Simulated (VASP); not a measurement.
Consider the following.

```
Cd
1.0
    1.49000    -2.58076     0.00000
    1.49000     2.58076     0.00000
    0.00000     0.00000     5.62000
Cd
2
Direct
  0.33333   0.66667   0.25000
  0.66667   0.33333   0.75000
```

Method: LDA (Ceperley-Alder, Perdew-Zunger), VASP's LDA PAW potentials (set 64) (plane waves; VASP 6.6.1). Settings: 520 eV cut-off, 13×13×6 Γ-centred mesh, first-order Methfessel-Paxton smearing of 0.10 eV, potentials Cd.

Energy and stress use the plane-wave basis of the starting cell.

Q: The ions, cell shape and volume are relaxed. What does this cell relax into?

A: 
```
Cd
1.0
    1.46163    -2.53162     0.00000
    1.46163     2.53162     0.00000
    0.00000     0.00000     5.42625
Cd
2
Direct
  0.33333   0.66667   0.25000
  0.66667   0.33333   0.75000
```
Space group P6_3/mmc (194), at a tolerance of 0.03 Å.

Q: How do energy and volume change from the first to the last step?

A: The energy (σ→0) changes by -21.1 meV/atom and the volume by -7.1 %, in 6 ionic steps.

The compound is Cd in the hcp structure. This run relaxes it. Symmetry was kept, so distortions that lower it aren't found.
